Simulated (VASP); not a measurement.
# HfZrSe3 (R-3) in VASP: relaxation of cell and atoms with PBE

Aim: the relaxation of cell and atoms of HfZrSe3 with PBE.

Program: VASP 6.6.1. These are calculated values, not measurements. Logs are shortened: lines on timing, memory, paths and dates and some standing lists are left out, and cuts for length are marked.

## (1) The crystal as given

Symmetry: R-3, No. 148, trigonal system. The conventional cell has a = 6.668 Å, b = 6.668 Å, c = 18.729 Å, α = 90.00°, β = 90.00°, γ = 120.00°. Zr (site symmetry 3) has 6 Se at 2.73 to 2.75 Å and 1 Hf at 3.12 Å as nearest neighbours. Hf (site symmetry 3) is surrounded by 6 Se at 2.68 to 2.70 Å. Around Se (site symmetry 1) lie 2 Hf at 2.68 to 2.70 Å and 2 Zr at 2.73 to 2.75 Å.

The cell was built by a generator and needn't be a form met in nature.

## (2) Relaxation of cell and atoms, PBE

INCAR reads:

```
SYSTEM = HfZrSe3
ALGO = Normal
EDIFF = 1E-6
EDIFFG = -0.01
ENCUT = 520
GGA = PE
IBRION = 2
ISIF = 3
ISMEAR = 0
KPAR = 4
LASPH = .TRUE.
LCHARG = .FALSE.
LREAL = .FALSE.
LWAVE = .FALSE.
NELM = 120
NSW = 90
PREC = Accurate
SIGMA = 0.1
```

KPOINTS reads:

```
k-points
0
G
  6 6 6
  0 0 0
```

POSCAR reads:

```
HfZrSe3
1.0
    3.3340741800      1.9249286200      6.2430000000
   -3.3340741800      1.9249286200      6.2430000000
    0.0000000000     -3.8498572500      6.2430000000
Zr Hf Se
2 2 6
Direct
    0.3340274400      0.3340274400      0.3340274400
    0.6659725600      0.6659725600      0.6659725600
    0.1676544400      0.1676544400      0.1676544400
    0.8323455600      0.8323455600      0.8323455600
    0.7561966600      0.4167403700      0.0811075000
    0.4167403700      0.0811075000      0.7561966600
    0.0811075000      0.7561966600      0.4167403700
    0.2438033400      0.5832596300      0.9188925000
    0.5832596300      0.9188925000      0.2438033400
    0.9188925000      0.2438033400      0.5832596300
```

Potentials or basis: VASP PAW PBE potentials, release 64 (Zr_sv, Hf_pv, Se).

Launch:

```sh
cat potpaw_PBE.64/Zr_sv/POTCAR potpaw_PBE.64/Hf_pv/POTCAR potpaw_PBE.64/Se/POTCAR > POTCAR
mpirun -np 4 vasp_std > vasp.out
```

OUTCAR:

```text
SYSTEM = HfZrSe3
   EDIFF = 1E-6
   EDIFFG = -0.01
   ENCUT = 520
   GGA = PE
   IBRION = 2
   ISIF = 3
   ISMEAR = 0
   LASPH = .TRUE.
   LREAL = .FALSE.
   NELM = 120
   NSW = 90
   PREC = Accurate

 ion  position               nearest neighbor table
   1  0.334  0.334  0.334-  10 2.73   8 2.73   9 2.73   5 2.75   6 2.75   7 2.75   3 3.12   2 3.85
                             2 3.85   2 3.85
   2  0.666  0.666  0.666-   7 2.73   5 2.73   6 2.73   8 2.75   9 2.75  10 2.75   4 3.12   1 3.85
                             1 3.85   1 3.85
   3  0.168  0.168  0.168-   8 2.68  10 2.68   9 2.68   7 2.70   6 2.70   5 2.70   1 3.12   4 3.85
                             4 3.85   4 3.85
   4  0.832  0.832  0.832-   5 2.68   7 2.68   6 2.68  10 2.70   9 2.70   8 2.70   2 3.12   3 3.85
                             3 3.85   3 3.85
   5  0.756  0.417  0.081-   4 2.68   3 2.70   2 2.73   1 2.75
   6  0.417  0.081  0.756-   4 2.68   3 2.70   2 2.73   1 2.75
   7  0.081  0.756  0.417-   4 2.68   3 2.70   2 2.73   1 2.75
   8  0.244  0.583  0.919-   3 2.68   4 2.70   1 2.73   2 2.75
   9  0.583  0.919  0.244-   3 2.68   4 2.70   1 2.73   2 2.75
  10  0.919  0.244  0.583-   3 2.68   4 2.70   1 2.73   2 2.75

  LATTYP: Found a trigonal (rhomboedric) cell.
 ALAT       =     7.3346063173
 COS(alpha) =     0.5867366470

  Lattice vectors:

 A1 = (   3.3340741800,   1.9249286200,   6.2430000000)
 A2 = (  -3.3340741800,   1.9249286200,   6.2430000000)
 A3 = (   0.0000000000,  -3.8498572500,   6.2430000000)

Analysis of symmetry for initial positions (statically):
=====================================================================
 Subroutine PRICEL returns:
 Original cell was already a primitive cell.

 Routine SETGRP: Setting up the symmetry group for a
 trigonal (rhombohedral) supercell.

 Subroutine GETGRP returns: Found  6 space group operations
 (whereof  6 operations were pure point group operations)
 out of a pool of 12 trial point group operations.

The static configuration has the point symmetry S_6 .

Analysis of symmetry for dynamics (positions and initial velocities):
=====================================================================
 Subroutine PRICEL returns:
 Original cell was already a primitive cell.

 Routine SETGRP: Setting up the symmetry group for a
 trigonal (rhombohedral) supercell.

 Subroutine GETGRP returns: Found  6 space group operations
 (whereof  6 operations were pure point group operations)
 out of a pool of 12 trial point group operations.

The dynamic configuration has the point symmetry S_6 .

 Subroutine INISYM returns: Found  6 space group operations
 (whereof  6 operations are pure point group operations),
 and found     1 'primitive' translations
[... 119 lines left out ...]
   POTIM  = 0.5000    time-step for ionic-motion
   TEBEG  =    0.0;   TEEND  =   0.0 temperature during run
   PSTRESS=    0.0 pullay stress
   NELECT =      80.0000    total number of electrons
   NUPDOWN=      -1.0000    fix difference up-down
   EMIN   =  10.00;   EMAX   =-10.00  energy-range for DOS
   EFERMI =   0.00;   METHOD = LEGACY
   ISMEAR =     0;   SIGMA  =   0.10  broadening in eV -4-tet -1-fermi 0-gaus
   EFERMI_NEDOS =   21; number of points for ismear=-14 and -15
   IALGO  =     38    algorithm
   IMIX   =      4    mixing-type and parameters
     AMIX     =   0.40;   BMIX     =  1.00
     AMIX_MAG =   1.60;   BMIX_MAG =  1.00
  volume/ion in A,a.u.               =      24.04       162.23
  Fermi-wavevector in a.u.,A,eV,Ry     =   1.134471  2.143839 17.511026  1.287024
  Thomas-Fermi vector in A             =   2.271175
   LORBIT       =      0    0 simple, 1 ext, 2 COOP (PROOUT), +10 PAW based schemes
   GGA     = PE    functional components
   LHFCALC =     F    Hartree Fock is set to
   AEXX    =    0.0000 exact exchange contribution
   IVDW    =     0    specifies the selected vdW correction
   LEPSILON=     F    determine dielectric tensor
   LRPA    =     F    only Hartree local field effects (RPA)
 conjugate gradient relaxation of ions
 non-spin polarized calculation
 Gauss-broadening in eV      SIGMA  =   0.10
  energy-cutoff  :      520.00
  volume of cell :      240.40
 maximum number of plane-waves:      6518
 NGX is ok and might be reduce to    56
   NGX = 27   NGY = 27   NGZ = 27

--------------------------------------- Ionic step        1  -------------------------------------------

 number of electron      80.0000002 magnetization

 Free energy of the ion-electron system (eV)
  ---------------------------------------------------
  ext. energy  EPLUGINS =         0.00000000
  ---------------------------------------------------
  free energy    TOTEN  =       -70.28692080 eV

  energy without entropy =      -70.25912982  energy(sigma->0) =      -70.27302531

------------------------ aborting loop because EDIFF is reached ----------------------------------------

  FORCE on cell =-STRESS in cart. coord.  units (eV):
  Direction    XX          YY          ZZ          XY          YZ          ZX
  --------------------------------------------------------------------------------------
  -------------------------------------------------------------------------------------
  Total       -0.2306160     -0.2306160      0.5687761     -0.0000001     -0.0000000     -0.0000000
  in kB       -1.5369705     -1.5369705      3.7906827     -0.0000005     -0.0000000     -0.0000000
  external PRESSURE =       0.2389139 kB  Pullay stress =       0.0000000 kB
[... 295 lines left out ...]
--------------------------------------- Ionic step        8  -------------------------------------------

 number of electron      80.0000003 magnetization

 Free energy of the ion-electron system (eV)
  ---------------------------------------------------
  ext. energy  EPLUGINS =         0.00000000
  ---------------------------------------------------
  free energy    TOTEN  =       -70.29111463 eV

  energy without entropy =      -70.26369632  energy(sigma->0) =      -70.27740547

 E-fermi :   5.4708     XC(G=0):  -9.9148

 val. band max:        5.4522128410   @ k =   0.1667   0.0000   0.0000
 cond. band min:       5.4759169425   @ k =  -0.3333   0.3333   0.1667
 fundamental gap:      0.0237041015
 Fermi energy:         5.4708330466

 k-point     1 :       0.0000    0.0000    0.0000
  band No.  band energies     occupation
      1     -44.3392      2.00000
      2     -44.3312      2.00000
      3     -26.4870      2.00000
      4     -26.4870      2.00000
      5     -26.4367      2.00000
      6     -26.4367      2.00000
[... 1213 lines left out ...]
     47       7.1093      0.00000
     48       7.3301      0.00000

 [... further k-points ...]
[... 5 lines left out ...]
  --------------------------------------------------------------------------------------
  -------------------------------------------------------------------------------------
  Total       -0.0096463     -0.0096463     -0.0453130     -0.0000002      0.0000000      0.0000000
  in kB       -0.0643526     -0.0643526     -0.3022920     -0.0000013      0.0000000      0.0000000
  external PRESSURE =      -0.1436657 kB  Pullay stress =       0.0000000 kB
[... 25 lines left out ...]
  FREE ENERGIE OF THE ION-ELECTRON SYSTEM (eV)
  ---------------------------------------------------
  free  energy   TOTEN  =       -70.2911146317 eV

  energy  without entropy=      -70.2636963173  energy(sigma->0) =      -70.27740547

 reached required accuracy - stopping structural energy minimisation
```

OSZICAR:

```text
N       E                     dE             d eps       ncg     rms          rms(c)
DAV:   1     0.591364616433E+03    0.59136E+03   -0.39351E+04  4048   0.152E+03
DAV:   2    -0.201426636306E+02   -0.61151E+03   -0.59340E+03  4648   0.370E+02
DAV:   3    -0.706432344409E+02   -0.50501E+02   -0.49559E+02  5408   0.843E+01
[... 66 lines left out ...]
DAV:   1    -0.702910837782E+02   -0.39670E-04   -0.14608E-02  3856   0.602E-01    0.691E-02
DAV:   2    -0.702911209387E+02   -0.37161E-04   -0.63733E-04  4552   0.113E-01    0.382E-02
DAV:   3    -0.702911173088E+02    0.36299E-05   -0.20778E-05  5720   0.182E-02    0.244E-02
DAV:   4    -0.702911148356E+02    0.24731E-05   -0.50342E-06  4624   0.979E-03    0.569E-03
DAV:   5    -0.702911146317E+02    0.20394E-06   -0.47286E-07  2824   0.272E-03
   8 F= -.70291115E+02 E0= -.70277405E+02  d E =-.708398E-04
```

It took 17 min on 4 MPI ranks of Intel Xeon Platinum 8559C (Emerald Rapids), shared host; peak memory 0.74 GiB.

What came out:

- Free energy: -70.2911 eV
- Relaxed volume: 24.02 Å³/atom
- Relaxed cell: a = 7.365 Å, b = 7.365 Å, c = 7.365 Å, α = 53.59°, β = 53.59°, γ = 53.59°
- Space group after relaxing (to 0.05 Å): R-3 (No. 148)
- Energy gained by relaxing: 0.4 meV/atom
- Ionic steps: 8
- Pressure after relaxing: 0.0 GPa
- Largest force after relaxing: 0.005 eV/Å
- Band gap on the k mesh: none (metal or under the smearing width)

Forces in eV/Å, atoms in the order of the input:
```
Zr   0.000  0.000 -0.004
Zr   0.000  0.000  0.004
Hf   0.000  0.000  0.003
Hf   0.000  0.000 -0.003
Se   0.001 -0.005 -0.003
Se  -0.004  0.002 -0.003
Se   0.004  0.003 -0.003
Se  -0.001  0.005  0.003
Se   0.004 -0.002  0.003
Se  -0.004 -0.003  0.003
```

Step by step:
```csv
step,energy change (eV),largest force (eV/Å),pressure (GPa),volume (Å³)
1,0.0000,0.0578,0.02,240.40
2,-0.0024,0.0380,-0.07,240.52
3,-0.0032,0.0337,-0.15,240.63
4,-0.0035,0.0321,0.18,239.74
5,-0.0036,0.0267,0.06,240.05
6,-0.0040,0.0157,0.04,240.09
7,-0.0041,0.0122,0.00,240.14
8,-0.0042,0.0053,-0.01,240.16
```

Final structure:
```yaml
crystal:
  lattice:
    - [3.32029, 1.91697, 6.28874]
    - [-3.32029, 1.91697, 6.28874]
    - [0.00000, -3.83394, 6.28874]
  atoms:
    - { symbol: Zr, position: [0.33388, 0.33388, 0.33388] }
    - { symbol: Zr, position: [0.66612, 0.66612, 0.66612] }
    - { symbol: Hf, position: [0.16822, 0.16822, 0.16822] }
    - { symbol: Hf, position: [0.83178, 0.83178, 0.83178] }
    - { symbol: Se, position: [0.75543, 0.41644, 0.08204] }
    - { symbol: Se, position: [0.41644, 0.08204, 0.75543] }
    - { symbol: Se, position: [0.08204, 0.75543, 0.41644] }
    - { symbol: Se, position: [0.24457, 0.58356, 0.91796] }
    - { symbol: Se, position: [0.58356, 0.91796, 0.24457] }
    - { symbol: Se, position: [0.91796, 0.24457, 0.58356] }
```

Spin-orbit coupling is left out, which matters for the levels of Hf.
